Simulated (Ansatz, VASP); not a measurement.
# MgGa3As3Se in two plane-wave programs

One calculation is typed for both programs; each brings its own data sets. How far apart do they land? The cell is generated by rule, not measured, and may not be a known phase. The cell is taken from a series of runs on this material, whose earlier steps may have relaxed, scaled, displaced or heated it; both programs get it as it stands.

Calculated with Ansatz 0.2.0; plane waves, with VASP 6.6.1 beside it; relaxation of cell and atoms at PBEsol.

The structure was built from a prototype and need not be the compound's stable phase.

### 1. The structure

It takes space group Pmm2 (No. 25, orthorhombic). Conventional cell: a = 4.017 Å, b = 4.078 Å, c = 11.602 Å, α = 90.00°, β = 90.00°, γ = 90.00°. Nearest to As lie 4 Ga at 2.43 to 2.49 Å. As has 2 Ga at 2.42 Å and 2 Mg at 2.52 Å nearest. Nearest to Ga lie 2 As at 2.43 Å and 2 Se at 2.51 Å. Nearest to Ga lie 4 As at 2.43 to 2.49 Å. Nearest to Ga lie 4 As at 2.42 to 2.49 Å. Farther neighbours and most contacts between anions are not listed.

### 2. Ansatz: relaxation of cell and atoms, PBEsol

Ansatz runs on its default PAW (the set named soft_2) files.

The relaxed volume is the usual yardstick between codes: in a stiff, nearly cubic crystal its relative difference is about their pressure difference at one cell divided by the bulk modulus.

Input file input.yaml:

```yaml
crystal:
  lattice:
    - [2.8403872105, 2.8403872105, 0.0]
    - [-2.8838027383, 2.8838027383, 0.0]
    - [0.0, 0.0, 11.6016763945]
  atoms:
    - { symbol: As, position: [0.5, 1.0, 0.1299150744] }
    - { symbol: As, position: [0.0, 0.5, 0.3713804909] }
    - { symbol: As, position: [0.5, 1.0, 0.6119869497] }
    - { symbol: Ga, position: [0.0, 0.0, 0.01236776] }
    - { symbol: Ga, position: [0.5, 0.5, 0.2527809438] }
    - { symbol: Ga, position: [0.0, 0.0, 0.4948843252] }
    - { symbol: Mg, position: [0.5, 0.5, 0.7397255029] }
    - { symbol: Se, position: [0.0, 0.5, 0.8869589531] }
kpoints:
  mp_grid: { grid: [12, 12, 4] }
hamiltonian:
  xc: pbesol
scf:
  occupations: { method: methfessel_paxton, width: 0.2 }
output:
  forces: true
  stress: true
  eigenvalues: true
relax:
  adjacent_minimum: "off"
  f_tol: 0.001
  max_steps: 60
  cell: { stress_tol: 0.01 }
```

The run is started by

```bash
> ansatz run input.yaml --threads 8 --pin off --max-ram 14336MiB --backend cpu --events-out ev --progress --plain --runs-dir out
```

Numbers of over 12 decimals in the logs are rounded to 6 here.

The program printed:

```text
Engine: ansatz 0.2.0, x86_64-unknown-linux-gnu
Pseudopotentials: kind: paw
Pseudopotential: As, paw, valence charge 15, recommended cutoff 420 eV (normal), As.paw.azcp
Pseudopotential: Ga, paw, valence charge 13, recommended cutoff 420 eV (normal), Ga.paw.azcp
Pseudopotential: Mg, paw, valence charge 10, recommended cutoff 420 eV (normal), Mg.paw.azcp
Pseudopotential: Se, paw, valence charge 16, recommended cutoff 420 eV (normal), Se.paw.azcp
Functional definition: PBEsol
  exchange = pbesol_x
  correlation = pbesol_c
Crystal: 8 atoms, lattice volume = 190.061 Å³
Basis set: ecut = 420 eV, 3743 PW (Γ), exchange–correlation on 54×60×160 points (8 copies of the dense FFT grid, shifted against one another)
Bands: 66, of which v1, the nominal top of the filled ones, is band 55 counted from 1 (54 counted from 0)
Symmetry: 4 space group operations
Space group: Pmm2 (ITA 25), of the structure as read, at distance tolerance 5.7e-5 Å
k-points: 147 of 576 (time reversal used)
Non-local potential: As, projectors of the file, l = 0: 2, l = 1: 2, l = 2: 3, l = 3: 1
Non-local potential: Ga, projectors of the file, l = 0: 2, l = 1: 2, l = 2: 3, l = 3: 1
Non-local potential: Mg, projectors of the file, l = 0: 3, l = 1: 2, l = 2: 1
Non-local potential: Se, projectors of the file, l = 0: 2, l = 1: 2, l = 2: 3, l = 3: 1
PAW form: soft (Blöchl's): semilocal exchange-correlation on the pseudo side does not see the compensation charge
PAW frozen core: As, regenerated for the run's functional, and the local potential with it (the file was generated under x = pbe(κ = 0.804, μ = 0.219515), c = pbe(β = 0.066725))
PAW frozen core: Ga, regenerated for the run's functional, and the local potential with it (the file was generated under x = pbe(κ = 0.804, μ = 0.219515), c = pbe(β = 0.066725))
PAW frozen core: Mg, regenerated for the run's functional, and the local potential with it (the file was generated under x = pbe(κ = 0.804, μ = 0.219515), c = pbe(β = 0.066725))
PAW frozen core: Se, regenerated for the run's functional, and the local potential with it (the file was generated under x = pbe(κ = 0.804, μ = 0.219515), c = pbe(β = 0.066725))
PAW one-centre angular grid: As, 590 points (default); XC on 64 Gauss nodes
PAW one-centre angular grid: Ga, 590 points (default); XC on 64 Gauss nodes
PAW one-centre angular grid: Mg, 110 points (default); XC on 64 Gauss nodes
PAW one-centre angular grid: Se, 590 points (default); XC on 64 Gauss nodes
Initial density: superposition of atomic densities (neutral atoms: chi_scale 0, normalization atom), corrected by the library's trained network
Initial wavefunctions: pseudopotential atomic-orbital guess
Functional: x = pbesol(κ = 0.804, μ = 0.123457), c = pbesol(β = 0.046)
SCF iter   1: F=—  HF=-33008.397085 eV  |F-HF|=—  |Δ(HF+E_count)|=         —  Δρ=2.88e-3  dr2=4.05e-2  ethr=1.77e-3  ⟨swp⟩=5.8  Hψ=33382  notcnv=0
preconditioner: auto → Kerker (q_TF=auto, 2.491 Å⁻¹)  [metal: Δε(μ)=0.083 eV  Ē_g=13.760 eV  σ=0.200 eV  W_gap=0.33  n_scr=56 (ndim 8)  ℏωp=21.2 eV  f_vac=0.096  D(μ)=0.24/eV (n_scr^D=0)]
SCF iter   2: F=—  HF=-33008.386953 eV  |F-HF|=—  |Δ(HF+E_count)|=   1.01e-2  S|Δr|=    0.00e0  Δρ=1.84e-3  dr2=2.22e-2  ethr=3.68e-5  ⟨swp⟩=2.0  Hψ=15269  notcnv=0
preconditioner: auto → Resta (q_TF=auto, 2.491 Å⁻¹)  ε∞=3.4  [insulator: Δε(μ)=0.212 eV  Ē_g=13.773 eV  σ=0.200 eV  W_gap=0.53  n_scr=56 (ndim 8)  ℏωp=21.2 eV  f_vac=0.094  D(μ)=0.24/eV (n_scr^D=0)  ε∞_Penn≈3.4]
SCF iter   3: F=—  HF=-33008.383281 eV  |F-HF|=—  |Δ(HF+E_count)|=   3.67e-3  S|Δr|=    0.00e0  Δρ=7.96e-4  dr2=3.36e-3  ethr=2.02e-5  ⟨swp⟩=2.7  Hψ=15197  notcnv=0
SCF iter   4: F=—  HF=-33008.382740 eV  |F-HF|=—  |Δ(HF+E_count)|=   5.41e-4  S|Δr|=    0.00e0  Δρ=3.04e-4  dr2=5.08e-4  ethr=3.06e-6  ⟨swp⟩=2.0  Hψ=14925  notcnv=0
SCF iter   5: F=—  HF=-33008.382772 eV  |F-HF|=—  |Δ(HF+E_count)|=   3.18e-5  S|Δr|=    0.00e0  Δρ=1.71e-4  dr2=6.93e-5  ethr=4.62e-7  ⟨swp⟩=2.0  Hψ=14277  notcnv=0
SCF iter   6: F=—  HF=-33008.382752 eV  |F-HF|=—  |Δ(HF+E_count)|=   1.94e-5  S|Δr|=    0.00e0  Δρ=5.28e-5  dr2=7.28e-6  ethr=6.30e-8  ⟨swp⟩=2.0  Hψ=15724  notcnv=0
SCF iter   7: F=—  HF=-33008.382754 eV  |F-HF|=—  |Δ(HF+E_count)|=   2.11e-6  S|Δr|=    0.00e0  Δρ=1.79e-5  dr2=6.55e-7  ethr=6.61e-9  ⟨swp⟩=2.0  Hψ=16691  notcnv=0
SCF iter   8: F=—  HF=-33008.382755 eV  |F-HF|=—  |Δ(HF+E_count)|=   8.78e-7  S|Δr|=    0.00e0  Δρ=8.08e-6  dr2=1.35e-7  ethr=5.96e-10  ⟨swp⟩=2.0  Hψ=15853  notcnv=0
SCF iter   9: F=-33008.382755 eV  HF=-33008.382755 eV  |F-HF|=1.76e-9  |Δ(HF+E_count)|=   1.03e-7  S|Δr|=    0.00e0  Δρ=2.48e-6  dr2=1.13e-8  ethr=9.09e-11  ⟨swp⟩=9.9  Hψ=43327  notcnv=0
SCF 1 converged in 9 iterations: F = -33008.382755 eV  dr2 = 1.13e-8
[...]
SCF iter   4: F=—  HF=-33008.382763 eV  |F-HF|=—  |Δ(HF+E_count)|=   7.89e-9  S|Δr|=    0.00e0  Δρ=1.71e-6  dr2=1.03e-8  ethr=5.99e-11  ⟨swp⟩=2.0  Hψ=16760  notcnv=0
SCF iter   5: F=-33008.382763 eV  HF=-33008.382763 eV  |F-HF|=9.17e-10  |Δ(HF+E_count)|=   1.22e-9  S|Δr|=    0.00e0  Δρ=6.25e-7  dr2=1.27e-9  ethr=3.56e-12  ⟨swp⟩=4.1  Hψ=33408  notcnv=0
SCF 2 converged in 5 iterations: F = -33008.382763 eV  dr2 = 1.27e-9
relax step   2: F+E_penalty+E_count = -33008.38276281 eV  Δ(F+E_penalty+E_count) = -7.400e-6 eV  max|allowed force component| = 7.604e-4 eV/Å  Δτ_max = 0.0012 Å  P = -0.001 GPa  Ω = 190.051 Å³  energy of the carried Pulay correction = +1.528e-6 eV  (5 SCF iters, dr2 threshold 3.92e-9 eV, accepted)
Initial wavefunctions: pseudopotential atomic-orbital guess (no wavefunctions were taken with the density)
iter 1 solved again at ethr=2.30e-7 eV; its pass at ethr=3.10e-3 eV (dr2=2.53e-4 eV) is discarded
SCF iter   1: F=—  HF=-33008.382799 eV  |F-HF|=—  |Δ(HF+E_count)|=         —  Δρ=1.50e-6  dr2=2.58e-9  ethr=2.30e-7  ⟨swp⟩=3.0  Hψ=58194  notcnv=0
eigensolver tolerance schedule: the retry pair's looser diagonalisation over-reported the residual by 98235.74 of it (diagonalisation noise at an unbounded share of the residual, at the tolerance the schedule requests for it); recorded, not acted on — ethr = c·dr2/N_el stays at c = 1.0e-1
SCF iter   2: F=—  HF=-33008.382760 eV  |F-HF|=—  |Δ(HF+E_count)|=   3.85e-5  S|Δr|=    0.00e0  Δρ=9.72e-7  dr2=1.24e-9  ethr=2.34e-12  ⟨swp⟩=3.6  Hψ=26772  notcnv=0
SCF iter   3: F=—  HF=-33008.382760 eV  |F-HF|=—  |Δ(HF+E_count)|=  6.62e-10  S|Δr|=    0.00e0  Δρ=5.09e-7  dr2=5.17e-10  ethr=1.13e-12  ⟨swp⟩=2.0  Hψ=12278  notcnv=0
SCF iter   4: F=—  HF=-33008.382760 eV  |F-HF|=—  |Δ(HF+E_count)|=  1.46e-11  S|Δr|=    0.00e0  Δρ=1.57e-7  dr2=7.00e-11  ethr=1.00e-12  ⟨swp⟩=2.0  Hψ=16688  notcnv=0
SCF iter   5: F=—  HF=-33008.382760 eV  |F-HF|=—  |Δ(HF+E_count)|=  3.64e-11  S|Δr|=    0.00e0  Δρ=1.63e-7  dr2=2.73e-11  ethr=1.00e-12  ⟨swp⟩=1.0  Hψ=9702  notcnv=0
SCF iter   6: F=—  HF=-33008.382760 eV  |F-HF|=—  |Δ(HF+E_count)|=  7.28e-12  S|Δr|=    0.00e0  Δρ=1.37e-7  dr2=1.72e-11  ethr=1.00e-12  ⟨swp⟩=1.0  Hψ=9702  notcnv=0
SCF iter   7: F=—  HF=-33008.382760 eV  |F-HF|=—  |Δ(HF+E_count)|=  7.28e-12  S|Δr|=    0.00e0  Δρ=6.72e-8  dr2=4.10e-12  ethr=1.00e-12  ⟨swp⟩=1.0  Hψ=9702  notcnv=0
SCF iter   8: F=-33008.382760 eV  HF=-33008.382760 eV  |F-HF|=0.00e0  |Δ(HF+E_count)|=  7.28e-12  S|Δr|=    0.00e0  Δρ=1.78e-8  dr2=3.30e-13  ethr=1.00e-12  ⟨swp⟩=5.0  Hψ=38396  notcnv=0
SCF 3 converged in 8 iterations: F = -33008.382760 eV  dr2 = 3.30e-13
relax step   3: F+E_penalty+E_count = -33008.38276041 eV  Δ(F+E_penalty+E_count) = +2.392e-6 eV  max|allowed force component| = 7.598e-4 eV/Å  Δτ_max = 0.0000 Å  P = -0.001 GPa  Ω = 190.051 Å³  stress off target by 1.88e-3 GPa  SCF on the basis re-selected at this cell (its energy is not comparable with the rows above)  (8 SCF iters)
basis re-selected at this cell: Δ(F+E_penalty+E_count) = +2.392e-6 eV, ΔP = +0.000 GPa vs the last step (what re-selecting the basis moved, of the pressure what is left beyond the Pulay correction that the steps carried, after the strain that the cell walked since its last selection, with what the two solves' SCF thresholds leave and, on support functions, any second-order correction that the steps lacked; it is no m [...]
SCF converged after 8 iterations
Stability not checked: this state was not tested for a lower state beside it, because cold or Methfessel-Paxton smearing, or corrected tetrahedra, fill the levels in a way that the test cannot read (fill_not_monotonic; see scf.lower_state_search)
Free energy (F): -33008.382760 eV
Harris-Foulkes:  -33008.382760 eV  (|F-HF|=0.00e0)
Internal energy: -33008.384470 eV  (E = F + TS)
E sigma→0 (E₀):  -33008.383188 eV
Entropy (-TS):   0.001709 eV (0.214 meV/atom)
Fermi energy:    7.583370 eV
--- Per-component energies (eV) ---
  E_band       = -1748.453305
  E_kinetic    = 852.336348
  E_local      = -16507.219654  (includes V_loc(G=0)·N_el)
  E_nonlocal   = -1223.387151
  E_hartree    = 8013.795678
  E_xc         = -573.433518
  E_vxc        = -547.182377  (∫ρ·V_xc dr)
  E_paw        = -13377.280383  (= ΣΔE_a)
  E_vpaw       = -350.590930  (= ΣTr[D̂ρ^β])
  E_aug_tail   = -0.000944  (compensation charges beyond the density's cutoff)
  E_ewald      = -10199.750377
  E_core_change = 6.555532  (= ΣΔE_core)
  E_smearing   = 0.001709  (= −TS)
  E_closure    = 0.000000  (closes the sum)
  Σ components = -33008.382760   (vs F -33008.382760, Δ=0.00e0)
--- Forces (eV/Å), atoms counted from 1 ---
  atom   1  As    -0.00000000    -0.00000000    -0.00060644
  atom   2  As    -0.00000000     0.00000000    -0.00067696
  atom   3  As    -0.00000000     0.00000000     0.00057798
  atom   4  Ga     0.00000000    -0.00000000    -0.00066785
  atom   5  Ga     0.00000000    -0.00000000     0.00048878
  atom   6  Ga     0.00000000    -0.00000000    -0.00059961
  atom   7  Mg     0.00000000     0.00000000     0.00072416
  atom   8  Se    -0.00000000    -0.00000000     0.00075973
  max |Σ_I F_I| component: 1.94e-7 eV/Å
--- Stress (GPa, compression-positive) ---
       -0.001189      -0.000687      -0.000000
       -0.000687      -0.001189       0.000000
       -0.000000       0.000000      -0.001117
  P = ⅓ Tr σ = -0.0012 GPa (-0.012 kbar)
--- Band table (eV; the first three rows and the last of 147) ---
  k-point 0: bands = [... 51 lower, 5.9391, 6.7123, 6.9364, 7.4346, 7.4696, 8.4817, 8.6739, 9.3927, ... 7 higher]
  k-point 1: bands = [... 51 lower, 6.0074, 6.0759, 6.8649, 7.4028, 7.9954, 8.5326, 8.6797, 9.3733, ... 7 higher]
  k-point 2: bands = [... 51 lower, 6.0580, 6.0774, 6.7796, 7.3327, 8.3371, 8.5430, 8.8449, 9.3823, ... 7 higher]
  k-point 146: bands = [... 51 lower, 4.3769, 4.4743, 5.0914, 5.2310, 9.2533, 9.3124, 9.5366, 9.6582, ... 7 higher]
--- Relaxed structure (2 steps of the walk, 2 accepted, 1 SCFs on fresh bases) ---
  F+E_penalty+E_count = -33008.38276041 eV   max|allowed force component| = 7.598e-4 eV/Å   (the final SCF, on the basis selected at the relaxed cell)
  cell:  # Å, volume = 190.0513 Å³
    - [2.840189, 2.840189, 0]
    - [-2.883944, 2.883944, 0]
    - [0.0, 0, 11.601302]
  atoms:
    - { symbol: As, position: [0.5, 1.0, 0.129935] }
    - { symbol: As, position: [0, 0.5, 0.371413] }
    - { symbol: As, position: [0.5, 1.0, 0.611996] }
    - { symbol: Ga, position: [0, 0, 0.012389] }
    - { symbol: Ga, position: [0.500000, 0.500000, 0.252804] }
    - { symbol: Ga, position: [0, 0, 0.494915] }
    - { symbol: Mg, position: [0.500000, 0.500000, 0.739618] }
    - { symbol: Se, position: [0, 0.5, 0.886931] }
```

Reading the cycles: dr2 is the Hartree energy of the density residual (eV), the measure of convergence; HF is the Harris–Foulkes estimate of the energy, which meets the free energy F at convergence.

[end of part 1 of 2]

[Lines on the potential files, build, host, timing and source positions are cut from VASP's logs without a mark.]

[Logs are printed without paths, hosts, clocks, repeated set-up lines and the standing remarks that a program may print on its own settings, such as how far it seeks lower states.]

[Hosts, paths, dates, database ids (printed as entryN), source tags and the programs' standing remarks are cut or masked in the printed files.]
